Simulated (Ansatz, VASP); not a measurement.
# Ru (Ruthenium) in two plane-wave programs, part 2 of 2

One calculation is typed for both programs; each brings its own data sets. How far apart do they land? The cell is taken from a series of runs on this material, whose earlier steps may have relaxed, scaled, displaced or heated it; both programs get it as it stands.

VASP 6.6.1 and Ansatz 0.2.0.

So far: Set-up; Ansatz: zone-centre phonons, PBEsol; VASP: zone-centre phonons, PBEsol.

## (3) VASP: zone-centre phonons, PBEsol (continued)

Level of this step: PBEsol; plane waves and PAW (Ru_pv) (VASP).

Numbers of over 12 decimals in the logs are rounded to 6 here.

OUTCAR, selected parts (step 3):

```text
ion  position               nearest neighbor table
   1  0.333  0.667  0.250-   2 2.63   2 2.63   2 2.63   2 2.63   2 2.63   2 2.63
   2  0.667  0.333  0.750-   1 2.63   1 2.63   1 2.63   1 2.63   1 2.63   1 2.63

  LATTYP: Found a hexagonal cell.
 ALAT       =     2.7712141374
 C/A-ratio  =     1.5075933589

 Subroutine GETGRP returns: Found 24 space group operations
 (whereof 12 operations were pure point group operations)

The static configuration has the point symmetry D_3d.
 The point group associated with its full space group is D_6h.

 Found    259 irreducible k-points:

   k-points           NKPTS =    259   k-points in BZ     NKDIM =    259   number of bands    NBANDS=     20

   dimension x,y,z NGX =    20 NGY =   20 NGZ =   30
   dimension x,y,z NGXF=    40 NGYF=   40 NGZF=   60

   ENCUT  =  500.0 eV  36.75 Ry    6.06 a.u.   5.05  5.05  7.62*2*pi/ulx,y,z

   NELECT =      28.0000    total number of electrons

 k-points in reciprocal lattice and weights: Automatic mesh
   0.00000000  0.00000000  0.00000000       0.000
   0.05555556  0.00000000  0.00000000       0.002
   0.11111111  0.00000000  0.00000000       0.002
   0.16666667  0.00000000  0.00000000       0.002
   0.22222222  0.00000000  0.00000000       0.002
   0.27777778  0.00000000  0.00000000       0.002
   0.33333333  0.00000000  0.00000000       0.002
   0.38888889  0.00000000  0.00000000       0.002
   0.44444444  0.00000000  0.00000000       0.002
[...]
0.33333333  0.27777778  0.50000000       0.003
   0.33333333  0.33333333  0.50000000       0.001

 average (electrostatic) potential at core
       1 -67.5268       2 -67.5268

  Total       -3.1149151     -3.1149151     -0.0232944     -0.0000000     -0.0000000      0.0000000
  in kB     -179.6104897   -179.6104897     -1.3431880     -0.0000000     -0.0000000      0.0000000
  external PRESSURE =    -120.1880558 kB  Pullay stress =       0.0000000 kB

  energy-cutoff  :      500.00
  volume of cell :       27.79
      direct lattice vectors                 reciprocal lattice vectors
     2.771214137  0.000000000  0.000000000     0.360852663  0.208338382  0.000000000
    -1.385607069  2.399941842  0.000000000     0.000000000  0.416676764  0.000000000
     0.000000000  0.000000000  4.177864030     0.000000000  0.000000000  0.239356761

 POSITION                                       TOTAL-FORCE (eV/Angst)
 -----------------------------------------------------------------------------------
     -0.00000      1.59996      1.04447         0.000000     -0.000000      0.000000
      1.38561      0.79998      3.13340        -0.000000      0.000000      0.000000
 -----------------------------------------------------------------------------------
    total drift:                                0.000000     -0.000000      0.000000

 Eigenvectors and eigenvalues of the dynamical matrix
 ----------------------------------------------------

   1 f  =    8.139040 THz    51.139098 2PiTHz  271.489160 cm-1    33.660351 meV
             X         Y         Z           dx          dy          dz
     -0.000000  1.599961  1.044466     0.000000    0.000000    0.707107
      1.385607  0.799981  3.133398     0.000000   -0.000000   -0.707107

   2 f  =    6.112340 THz    38.404966 2PiTHz  203.885724 cm-1    25.278597 meV
             X         Y         Z           dx          dy          dz
     -0.000000  1.599961  1.044466    -0.707107   -0.000000    0.000000
      1.385607  0.799981  3.133398     0.707107   -0.000000    0.000000

   3 f  =    6.112340 THz    38.404966 2PiTHz  203.885724 cm-1    25.278597 meV
             X         Y         Z           dx          dy          dz
     -0.000000  1.599961  1.044466     0.000000    0.707107   -0.000000
      1.385607  0.799981  3.133398     0.000000   -0.707107    0.000000

   4 f  =    0.000000 THz     0.000000 2PiTHz    0.000002 cm-1     0.000000 meV
             X         Y         Z           dx          dy          dz
     -0.000000  1.599961  1.044466    -0.655313    0.257709   -0.064427
      1.385607  0.799981  3.133398    -0.655313    0.257709   -0.064427

   5 f/i=    0.000000 THz     0.000000 2PiTHz    0.000001 cm-1     0.000000 meV
             X         Y         Z           dx          dy          dz
     -0.000000  1.599961  1.044466     0.265640    0.635747   -0.158937
      1.385607  0.799981  3.133398     0.265640    0.635747   -0.158937

   6 f/i=    0.000000 THz     0.000000 2PiTHz    0.000002 cm-1     0.000000 meV
             X         Y         Z           dx          dy          dz
     -0.000000  1.599961  1.044466     0.000000   -0.171499   -0.685994
      1.385607  0.799981  3.133398     0.000000   -0.171499   -0.685994

 ELASTIC MODULI CONTR FROM IONIC RELAXATION (kBar)
 Direction    XX          YY          ZZ          XY          YZ          ZX
 --------------------------------------------------------------------------------
 XX         -37.5541     37.5541     -0.0000     -0.0000     -0.0000      0.0000
 YY          37.5541    -37.5541      0.0000      0.0000     -0.0000      0.0000
 ZZ          -0.0000      0.0000     -0.0000     -0.0000     -0.0000      0.0000
 XY          -0.0000      0.0000     -0.0000    -37.5541      0.0000      0.0000
 YZ          -0.0000     -0.0000     -0.0000      0.0000     -0.0000      0.0000
 ZX           0.0000      0.0000      0.0000      0.0000      0.0000      0.0000
 --------------------------------------------------------------------------------
```

## (4) Comparison

Known differences besides the potentials themselves: the data sets hold 32 valence electrons in Ansatz (on its PAW soft_1 files) and 28 in VASP; the cutoff is 420 eV in Ansatz and 500 eV in VASP; Ansatz makes its cores anew for this functional, VASP keeps those of its PBE data sets. Total energies have different zeros and are not compared.

The two programs side by side:

| quantity | Ansatz | VASP | difference |
| --- | --- | --- | --- |
| optical mode 1 to 2 (cm⁻¹) | 204.1 | 203.9 | +0.08 % |
| optical mode 3 (cm⁻¹) | 271.5 | 271.5 | +0.00 % |

Modes are paired by rising frequency, not by their patterns, so a pair may set unlike modes beside each other; they are those without the splitting of longitudinal modes.

## (5) Summary of results

```
r.m.s. difference of the optical zone-centre modes, each program's sorted by frequency (zone-centre phonons, PBEsol) : 0.13 cm⁻¹
```

What this shows: The r.m.s. difference of the optical zone-centre modes, each program's sorted by frequency is 0.13 cm⁻¹ (zone-centre phonons, PBEsol). The data sets hold unlike numbers of valence electrons (32 in Ansatz and 28 in VASP), so part of the differences comes from the potentials. How closely two codes agree says nothing of how well the functional describes the real material.

[Lines on the potential files, build, host, timing and source positions are cut from VASP's logs without a mark.]

[Logs are printed without paths, hosts, clocks, repeated set-up lines and the standing remarks that a program may print on its own settings, such as how far it seeks lower states.]

[Hosts, paths, dates, database ids (printed as entryN), source tags and the programs' standing remarks are cut or masked in the printed files.]
